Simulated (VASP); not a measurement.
OSZICAR of a VASP run on Zr (hcp):

**OSZICAR**
```
       N       E                     dE             d eps       ncg     rms          rms(c)
DAV:   1     0.184327778606E+03    0.18433E+03   -0.12107E+04  2432   0.123E+03
DAV:   2    -0.477575636879E+01   -0.18910E+03   -0.18758E+03  3056   0.371E+02
DAV:   3    -0.175473294301E+02   -0.12772E+02   -0.12699E+02  4648   0.700E+01
DAV:   4    -0.177423034258E+02   -0.19497E+00   -0.19497E+00  2704   0.984E+00
DAV:   5    -0.177466949945E+02   -0.43916E-02   -0.43916E-02  3768   0.105E+00    0.143E+01
DAV:   6    -0.171459807181E+02    0.60071E+00   -0.96026E-01  2528   0.865E+00    0.564E+00
DAV:   7    -0.170285899501E+02    0.11739E+00   -0.62836E-01  3504   0.608E+00    0.112E+00
DAV:   8    -0.170342567274E+02   -0.56668E-02   -0.39281E-02  3152   0.166E+00    0.292E-01
DAV:   9    -0.170344630802E+02   -0.20635E-03   -0.18610E-03  3048   0.449E-01    0.386E-02
DAV:  10    -0.170344165781E+02    0.46502E-04   -0.43130E-05  3608   0.428E-02    0.237E-02
DAV:  11    -0.170344171419E+02   -0.56374E-06   -0.10690E-05  2784   0.405E-02    0.445E-03
DAV:  12    -0.170344170085E+02    0.13340E-06   -0.30298E-07  1832   0.446E-03
   1 F= -.17034417E+02 E0= -.17034021E+02  d E =-.170344E+02
       N       E                     dE             d eps       ncg     rms          rms(c)
DAV:   1    -0.170485981825E+02   -0.14181E-01   -0.52028E-01  2728   0.753E+00    0.105E+00
DAV:   2    -0.170365093458E+02    0.12089E-01   -0.38512E-02  2680   0.188E+00    0.359E-01
DAV:   3    -0.170340653435E+02    0.24440E-02   -0.17060E-02  3608   0.982E-01    0.216E-01
DAV:   4    -0.170343986146E+02   -0.33327E-03   -0.84641E-04  3160   0.201E-01    0.860E-02
DAV:   5    -0.170346335889E+02   -0.23497E-03   -0.71363E-04  3760   0.154E-01    0.386E-02
DAV:   6    -0.170346372222E+02   -0.36333E-05   -0.27381E-05  3088   0.444E-02    0.752E-03
DAV:   7    -0.170346362662E+02    0.95599E-06   -0.89517E-07  1936   0.978E-03
   2 F= -.17034636E+02 E0= -.17034274E+02  d E =-.219258E-03
       N       E                     dE             d eps       ncg     rms          rms(c)
DAV:   1    -0.170370269658E+02   -0.23897E-02   -0.82886E-02  2744   0.300E+00    0.424E-01
DAV:   2    -0.170350740604E+02    0.19529E-02   -0.60048E-03  2656   0.747E-01    0.142E-01
DAV:   3    -0.170346813707E+02    0.39269E-03   -0.26960E-03  3616   0.390E-01    0.866E-02
DAV:   4    -0.170347465574E+02   -0.65187E-04   -0.13099E-04  3104   0.789E-02    0.341E-02
DAV:   5    -0.170347962574E+02   -0.49700E-04   -0.12117E-04  3728   0.633E-02    0.147E-02
DAV:   6    -0.170347996622E+02   -0.34048E-05   -0.42218E-06  2352   0.180E-02    0.317E-03
DAV:   7    -0.170348002309E+02   -0.56864E-06   -0.29392E-07  1552   0.703E-03
   3 F= -.17034800E+02 E0= -.17034424E+02  d E =-.383222E-03
       N       E                     dE             d eps       ncg     rms          rms(c)
DAV:   1    -0.170357491019E+02   -0.94944E-03   -0.49378E-02  2432   0.214E+00    0.188E-01
DAV:   2    -0.170350847665E+02    0.66434E-03   -0.17949E-03  2784   0.357E-01    0.809E-02
DAV:   3    -0.170349052021E+02    0.17956E-03   -0.77870E-04  3472   0.211E-01    0.312E-02
DAV:   4    -0.170349139516E+02   -0.87495E-05   -0.26818E-05  3192   0.413E-02    0.132E-02
DAV:   5    -0.170349184938E+02   -0.45422E-05   -0.75446E-06  2888   0.180E-02    0.403E-03
DAV:   6    -0.170349190044E+02   -0.51062E-06   -0.41808E-07  1408   0.667E-03
   4 F= -.17034919E+02 E0= -.17034595E+02  d E =-.118774E-03
```

Which electronic solver shows in the log?

It is blocked Davidson (ALGO = Normal, or the opening steps of other solvers). The INCAR had ALGO = Normal.

Can the final energy be trusted as converged?

The run converged. It stopped with EDIFF = 1E-6, NELM = 100, NSW = 60 and EDIFFG = -0.01 after 4 ionic steps (PBE GGA, plane waves, VASP's PBE PAW potentials (set 64)).

The compound is Zr in the hcp structure. This run relaxes it. Symmetry was kept, so distortions that lower it aren't found.
